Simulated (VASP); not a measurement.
# BaFeO3: structure and properties in VASP, part 7 of 9

Aim: relax BaFeO3, then compute properties on the relaxed cell. Left out of this account: 1 further run (relaxation: a spoilt try). The start is a cell from a database of measured crystal structures.

VASP 6.6.1, plane waves and PAW; the level of theory is named at each step.

Still holding for the runs below: The magnetic order is the lowest of the few collinear ones that converged above; longer or canted patterns were not tried.

So far, moment of the cell, from the last line of the log (μB): step 2 (magnetic order: ferromagnetic) 4.12; step 8 (second relaxation) 4.00; step 9 (single point with fields (PBEsol + U)) 4.00. The relaxed cell has a = 3.936 Å (conventional setting).

The database entry behind the starting cell differs from later determinations by our own check (an axis about 1.3 % long against later determinations), so it need not match the best structure at ambient conditions.

**10. Bands along the symmetry lines (PBEsol + U)**

Level of this step: PBEsol, DFT+U (Fe d 3 eV), spin-polarised from a ferromagnetic start; plane waves and PAW (Ba_sv, Fe, O) (VASP).

The mesh alone shows little of the dispersion and can miss band extrema, so KPOINTS_OPT adds a path through the symmetry points after the self-consistent cycle.

File INCAR:

```
SYSTEM = BaFeO3
PREC = Accurate
ENCUT = 520
EDIFF = 1E-06
NELM = 100
ISMEAR = 0
SIGMA = 0.05
LREAL = .FALSE.
ALGO = Normal
GGA = PS
NBANDS = 38
ISPIN = 2
MAGMOM = 0.015 3.598 0.091 0.091 0.091
LDAU = .TRUE.
LDAUTYPE = 2
LDAUL = -1 2 -1
LDAUU = 0 3 0
LDAUJ = 0 0 0
LDAUPRINT = 1
LASPH = .TRUE.
LMAXMIX = 4
LORBIT = 11
LWAVE = .FALSE.
LCHARG = .FALSE.
KPAR = 8
```

File POSCAR:

```
BaFeO3
1.0
    3.9356229356      0.0000000000      0.0000000000
    0.0000000000      3.9356229356      0.0000000000
    0.0000000000      0.0000000000      3.9356229356
Ba Fe O
1 1 3
Direct
    0.0000000000      0.0000000000      0.0000000000
    0.5000000000      0.5000000000      0.5000000000
    0.5000000000      0.5000000000      0.0000000000
    0.0000000000      0.5000000000      0.5000000000
    0.5000000000      0.0000000000      0.5000000000
```

File KPOINTS:

```
Automatic mesh
0
Gamma
7 7 7
0 0 0
```

File KPOINTS_OPT:

```
Line mode
16
Line-mode
Reciprocal
  0.00000000   0.00000000   0.00000000 GAMMA
  0.00000000   0.50000000   0.00000000 X

  0.00000000   0.50000000   0.00000000 X
  0.50000000   0.50000000   0.00000000 M

  0.50000000   0.50000000   0.00000000 M
  0.00000000   0.00000000   0.00000000 GAMMA

  0.00000000   0.00000000   0.00000000 GAMMA
  0.50000000   0.50000000   0.50000000 R

  0.50000000   0.50000000   0.50000000 R
  0.00000000   0.50000000   0.00000000 X

  0.50000000   0.50000000   0.00000000 M
  0.50000000   0.50000000   0.50000000 R
```

Potentials, in the order of the species: Ba_sv, Fe and O (PBE family, release 64).

Launch:

```console
$ mpirun -np 8 vasp_std
```

What it wrote:

```text
[... set-up lines as in an earlier step ...]
 entering main loop
       N       E                     dE             d eps       ncg     rms          rms(c)
DAV:   1     0.280853939212E+03    0.28085E+03   -0.16302E+04  3056   0.993E+02
DAV:   2    -0.202118011730E+02   -0.30107E+03   -0.27028E+03  3234   0.272E+02
DAV:   3    -0.458285991313E+02   -0.25617E+02   -0.24778E+02  3624   0.847E+01
DAV:   4    -0.463863240394E+02   -0.55772E+00   -0.55550E+00  3806   0.120E+01
DAV:   5    -0.463980464199E+02   -0.11722E-01   -0.11721E-01  3538   0.158E+00    0.289E+01
DAV:   6    -0.442286083078E+02    0.21694E+01   -0.30031E+01  4056   0.726E+01    0.659E+01
DAV:   7    -0.353863320384E+02    0.88423E+01   -0.34915E+01  3524   0.972E+01    0.150E+01
DAV:   8    -0.346240315956E+02    0.76230E+00   -0.21406E+00  4042   0.223E+01    0.678E+00
DAV:   9    -0.345184302986E+02    0.10560E+00   -0.63175E-01  4566   0.118E+01    0.328E+00
DAV:  10    -0.345170725326E+02    0.13578E-02   -0.11627E-01  3542   0.233E+00    0.191E+00
DAV:  11    -0.345040236814E+02    0.13049E-01   -0.21666E-02  3602   0.260E+00    0.614E-01
DAV:  12    -0.345047923756E+02   -0.76869E-03   -0.56198E-03  3878   0.717E-01    0.496E-01
DAV:  13    -0.345055559109E+02   -0.76354E-03   -0.71300E-04  3934   0.277E-01    0.301E-01
DAV:  14    -0.345052141272E+02    0.34178E-03   -0.49566E-04  3988   0.387E-01    0.929E-02
DAV:  15    -0.345052263568E+02   -0.12230E-04   -0.64063E-05  4472   0.533E-02    0.504E-02
DAV:  16    -0.345052272454E+02   -0.88862E-06   -0.86594E-06  3550   0.416E-02
   1 F= -.34505227E+02 E0= -.34504461E+02  d E =-.153180E-02  mag=     3.9996
 Start KPOINTS_OPT (optional k-point list driver)
k-point batch [1-20\96]
       N       E                     dE             ncg
DAV:   1     0.290138180090E+04   -0.75982E+04     3048
DAV:   2    -0.270624560838E+04   -0.56076E+04     3250
DAV:   3    -0.320303778144E+04   -0.49679E+03     3578
DAV:   4    -0.321450072219E+04   -0.11463E+02     3642
DAV:   5    -0.321469677467E+04   -0.19605E+00     3466
DAV:   6    -0.321470218012E+04   -0.54055E-02     3802
DAV:   7    -0.321470233413E+04   -0.15401E-03     3428
DAV:   8    -0.321470234001E+04   -0.58778E-05     3322
DAV:   9    -0.321470234022E+04   -0.20830E-06     2126
[...]
k-point batch [81-96\96]
       N       E                     dE             ncg
DAV:   1     0.595547752759E+04   -0.18650E+05     2432
DAV:   2     0.134594155997E+04   -0.46095E+04     2554
DAV:   3     0.925520117454E+03   -0.42042E+03     3006
DAV:   4     0.915669508570E+03   -0.98506E+01     2944
DAV:   5     0.915507801992E+03   -0.16171E+00     2780
DAV:   6     0.915503703014E+03   -0.40990E-02     2998
DAV:   7     0.915503575701E+03   -0.12731E-03     2802
DAV:   8     0.915503570922E+03   -0.47785E-05     2788
DAV:   9     0.915503570748E+03   -0.17468E-06     1836
```

Run time: 23 s. Hardware: 8 MPI ranks of Intel Xeon 6975P-C (Granite Rapids), shared host; peak memory 2.4 GiB.

From OUTCAR (step 10):

```text
   k-points           NKPTS =     20   k-points in BZ     NKDIM =     20   number of bands    NBANDS=     38

   NELECT =      36.0000    total number of electrons

atom =   2  type =  2  l = 2

 onsite density matrix

spin component  1

  0.9815 -0.0000 -0.0000  0.0000  0.0000
 -0.0000  0.9815  0.0000  0.0000  0.0000
 -0.0000  0.0000  0.8909  0.0000 -0.0000
  0.0000  0.0000  0.0000  0.9815 -0.0000
  0.0000  0.0000 -0.0000 -0.0000  0.8909

spin component  2

  0.1814  0.0000  0.0000 -0.0000 -0.0000
  0.0000  0.1814 -0.0000 -0.0000 -0.0000
  0.0000 -0.0000  0.3176 -0.0000  0.0000
 -0.0000 -0.0000 -0.0000  0.1814  0.0000
 -0.0000 -0.0000  0.0000  0.0000  0.3176

 occupancies and eigenvectors

  o =  0.1814  v =  0.0000  0.0000  0.0000  0.0000  0.0000  0.0000  0.9995 -0.0000 -0.0327  0.0000      0.0000  0.0000  0.0000  0.0000  0.0000  0.0000  0.0000  0.0000  0.0000  0.0000
  o =  0.1814  v =  0.0000  0.0000  0.0000  0.0000  0.0000  0.0000  0.0327  0.0000  0.9995  0.0000      0.0000  0.0000  0.0000  0.0000  0.0000  0.0000  0.0000  0.0000  0.0000  0.0000
  o =  0.1814  v =  0.0000  0.0000  0.0000  0.0000  0.0000  1.0000  0.0000  0.0000  0.0000  0.0000      0.0000  0.0000  0.0000  0.0000  0.0000  0.0000  0.0000  0.0000  0.0000  0.0000
  o =  0.3176  v =  0.0000  0.0000  0.0000  0.0000  0.0000  0.0000  0.0000  0.0334  0.0000 -0.9994      0.0000  0.0000  0.0000  0.0000  0.0000  0.0000  0.0000  0.0000  0.0000  0.0000
  o =  0.3176  v =  0.0000  0.0000  0.0000  0.0000  0.0000  0.0000  0.0000 -0.9994  0.0000 -0.0334      0.0000  0.0000  0.0000  0.0000  0.0000  0.0000  0.0000  0.0000  0.0000  0.0000
  o =  0.8909  v =  0.0000 -0.0000  0.1109  0.0000  0.9938  0.0000  0.0000  0.0000  0.0000  0.0000      0.0000  0.0000  0.0000  0.0000  0.0000  0.0000  0.0000  0.0000  0.0000  0.0000
  o =  0.8909  v =  0.0000  0.0000 -0.9938 -0.0000  0.1109  0.0000  0.0000  0.0000  0.0000  0.0000      0.0000  0.0000  0.0000  0.0000  0.0000  0.0000  0.0000  0.0000  0.0000  0.0000
  o =  0.9815  v =  1.0000  0.0000  0.0000  0.0000  0.0000  0.0000  0.0000  0.0000  0.0000  0.0000      0.0000  0.0000  0.0000  0.0000  0.0000  0.0000  0.0000  0.0000  0.0000  0.0000
  o =  0.9815  v =  0.0000  0.0363  0.0000 -0.9993  0.0000  0.0000  0.0000  0.0000  0.0000  0.0000      0.0000  0.0000  0.0000  0.0000  0.0000  0.0000  0.0000  0.0000  0.0000  0.0000
  o =  0.9815  v =  0.0000  0.9993  0.0000  0.0363  0.0000  0.0000  0.0000  0.0000  0.0000  0.0000      0.0000  0.0000  0.0000  0.0000  0.0000  0.0000  0.0000  0.0000  0.0000  0.0000

 E-fermi :   3.0048

 spin component 1
 k-point     1 :       0.0000    0.0000    0.0000
  band No.  band energies     occupation
    ...
     17       1.5383      1.00000
     18       1.5383      1.00000
     19       2.5454      1.00000
     20       2.5454      1.00000
     21       2.5454      1.00000
     22       7.9725      0.00000
     23       7.9725      0.00000
     24       9.8433      0.00000
     25      11.0530      0.00000
     26      11.0530      0.00000
    ...

 k-point     2 :       0.1429    0.0000    0.0000
  band No.  band energies     occupation
    ...
     17       1.5304      1.00000
     18       1.5304      1.00000
     19       2.3809      1.00000
     20       2.4779      1.00000
     21       2.4779      1.00000
     22       8.3650      0.00000
     23       8.4028      0.00000
     24      10.3301      0.00000
     25      11.1174      0.00000
     26      11.3995      0.00000
    ...

  Total       -0.0364532     -0.0364532     -0.0364532     -0.0000000     -0.0000000     -0.0000000
  in kB       -0.9580898     -0.9580898     -0.9580898     -0.0000000     -0.0000000     -0.0000000
  external PRESSURE =      -0.9580898 kB  Pullay stress =       0.0000000 kB

  FREE ENERGIE OF THE ION-ELECTRON SYSTEM (eV)
  ---------------------------------------------------
  free  energy   TOTEN  =       -34.5052272454 eV

  energy  without entropy=      -34.5036954406  energy(sigma->0) =      -34.50446134

[... 9 parts as in an earlier step ...]

[... 14 further parts left out ...]
```

This step gave:

* bands: 38
* pressure: -0.09581 GPa
* moment of the cell, from the last line of the log: 4.000 μB

Spin up. Electronic bands along the path, in eV, zero at the Fermi level; # counts the bands kept, so #1 is VASP's band 8:

| point | #10 | #11 | #12 | #13 | #14 | #15 | #16 | #17 |
| --- | --- | --- | --- | --- | --- | --- | --- | --- |
| Γ | -1.47 | -1.47 | -0.46 | -0.46 | -0.46 | 4.97 | 4.97 | 6.84 |
| 0.47 of the way | -1.46 | -1.46 | -0.74 | -0.62 | -0.62 | 5.90 | 6.04 | 8.05 |
| X | -1.27 | -1.27 | -0.86 | -0.86 | -0.60 | 7.09 | 7.74 | 8.44 |
| 0.47 of the way | -1.45 | -1.39 | -1.21 | -0.72 | 0.67 | 7.55 | 8.79 | 8.86 |
| M | -1.59 | -1.18 | -1.18 | -0.44 | 1.70 | 7.98 | 8.26 | 9.94 |
| 0.47 of the way | -1.55 | -1.47 | -1.10 | -0.94 | 0.46 | 6.77 | 7.62 | 8.61 |
| Γ | -1.47 | -1.47 | -0.46 | -0.46 | -0.46 | 4.97 | 4.97 | 6.84 |
| 0.53 of the way | -1.20 | -1.20 | -0.88 | 0.36 | 0.36 | 7.57 | 7.57 | 8.18 |
| R | -0.35 | -0.35 | -0.35 | 1.72 | 1.72 | 6.67 | 6.67 | 6.67 |
| 0.47 of the way | -1.32 | -0.92 | -0.62 | 0.23 | 1.04 | 8.04 | 8.19 | 8.22 |
| X | -1.27 | -1.27 | -0.86 | -0.86 | -0.60 | 7.09 | 7.74 | 8.44 |
| jump to M | -1.59 | -1.18 | -1.18 | -0.44 | 1.70 | 7.98 | 8.26 | 9.94 |
| 0.47 of the way | -0.91 | -0.91 | -0.40 | 0.11 | 1.71 | 7.38 | 8.14 | 8.14 |
| R | -0.35 | -0.35 | -0.35 | 1.72 | 1.72 | 6.67 | 6.67 | 6.67 |

Of the projections kept (Ba, Fe, O), the largest for each band there; the rest of the weight can lie on other orbitals:

| point | #10 | #11 | #12 | #13 | #14 | #15 | #16 | #17 |
| --- | --- | --- | --- | --- | --- | --- | --- | --- |
| Γ | O 1.00 | O 1.00 | O 0.93 | O 0.93 | O 0.93 | Ba 0.94 | Ba 0.94 | Fe 0.38 |
| X | O 0.92 | O 0.92 | O 0.80 | O 0.80 | Fe 0.59 | Ba 0.67 | Ba 0.82 | Ba 1.00 |
| M | O 0.69 | O 0.86 | O 0.86 | O 0.97 | O 0.57 | Ba 0.77 | Ba 0.78 | Ba 0.74 |
| Γ | O 1.00 | O 1.00 | O 0.93 | O 0.93 | O 0.93 | Ba 0.94 | Ba 0.94 | Fe 0.38 |
| R | O 1.00 | O 1.00 | O 1.00 | O 0.58 | O 0.58 | Ba 0.76 | Ba 0.76 | Ba 0.76 |
| X | O 0.92 | O 0.92 | O 0.80 | O 0.80 | Fe 0.59 | Ba 0.67 | Ba 0.82 | Ba 1.00 |

Spin down. The electronic bands at the labelled points (eV, zero at the Fermi level; v1 is the highest filled band, c1 the lowest empty one):

| point | v4 | v3 | v2 | v1 | c1 | c2 | c3 | c4 |
| --- | --- | --- | --- | --- | --- | --- | --- | --- |
| Γ | -1.19 | -0.26 | -0.26 | -0.26 | 0.39 | 0.39 | 0.39 | 1.03 |
| 0.47 of the way | -1.64 | -1.30 | -0.69 | -0.69 | 0.42 | 1.03 | 1.19 | 1.19 |
| X | -1.96 | -1.96 | -1.10 | -1.10 | 0.46 | 1.03 | 1.81 | 1.81 |
| 0.47 of the way | -1.86 | -1.55 | -1.29 | -0.68 | 1.15 | 1.56 | 1.77 | 1.78 |
| M | -2.88 | -0.91 | -0.91 | -0.14 | 1.71 | 1.74 | 1.74 | 1.92 |
| 0.47 of the way | -1.73 | -1.49 | -1.08 | -0.56 | 1.25 | 1.33 | 1.43 | 1.57 |
| Γ | -1.19 | -0.26 | -0.26 | -0.26 | 0.39 | 0.39 | 0.39 | 1.03 |
| 0.53 of the way | -2.49 | -0.83 | -0.83 | -0.59 | 1.53 | 1.61 | 1.61 | 3.04 |
| R | -2.39 | -0.05 | -0.05 | -0.05 | 2.23 | 2.23 | 2.23 | 4.49 |
| 0.47 of the way | -2.38 | -0.98 | -0.65 | -0.51 | 1.67 | 1.88 | 1.93 | 2.99 |
| X | -1.96 | -1.96 | -1.10 | -1.10 | 0.46 | 1.03 | 1.81 | 1.81 |
| jump to M | -2.88 | -0.91 | -0.91 | -0.14 | 1.71 | 1.74 | 1.74 | 1.92 |
| 0.47 of the way | -2.58 | -0.64 | -0.64 | -0.10 | 1.95 | 1.95 | 2.04 | 3.05 |
| R | -2.39 | -0.05 | -0.05 | -0.05 | 2.23 | 2.23 | 2.23 | 4.49 |

Of the projections kept (Ba, Fe, O), the largest for each band there; the rest of the weight can lie on other orbitals:

| point | v4 | v3 | v2 | v1 | c1 | c2 | c3 | c4 |
| --- | --- | --- | --- | --- | --- | --- | --- | --- |
| Γ | O 1.00 | O 0.93 | O 0.93 | O 0.93 | Fe 0.99 | Fe 0.99 | Fe 0.99 | Fe 0.96 |
| X | O 0.60 | O 0.60 | O 0.92 | O 0.92 | Fe 1.00 | Fe 0.96 | Fe 0.77 | Fe 0.77 |
| M | O 0.64 | O 0.86 | O 0.86 | O 0.97 | Fe 0.91 | Fe 0.82 | Fe 0.82 | Fe 0.88 |
| Γ | O 1.00 | O 0.93 | O 0.93 | O 0.93 | Fe 0.99 | Fe 0.99 | Fe 0.99 | Fe 0.96 |
| R | O 0.49 | O 1.00 | O 1.00 | O 1.00 | Fe 0.79 | Fe 0.79 | Fe 0.79 | Fe 0.64 |
| X | O 0.60 | O 0.60 | O 0.92 | O 0.92 | Fe 1.00 | Fe 0.96 | Fe 0.77 | Fe 0.77 |

There is no gap at this level.

Spin up: of the bands kept, 2 cross the Fermi level on this path. Spin down: On this path the gap is indirect, 0.43 eV, with the valence top at R and the conduction bottom at Γ. The least direct gap is 0.65 eV.

(Part 7 of 9 ends here.)

[Lines on the potential files, build, host, timing and source positions are cut from VASP's logs without a mark.]

[Logs are printed without paths, hosts, clocks, repeated set-up lines and the standing remarks that a program may print on its own settings, such as how far it seeks lower states.]

[Hosts, paths, dates, database ids (printed as entryN), source tags and the programs' standing remarks are cut or masked in the printed files.]

[A measured line is paired with the nearest computed mode of its activity, which favours agreement.]
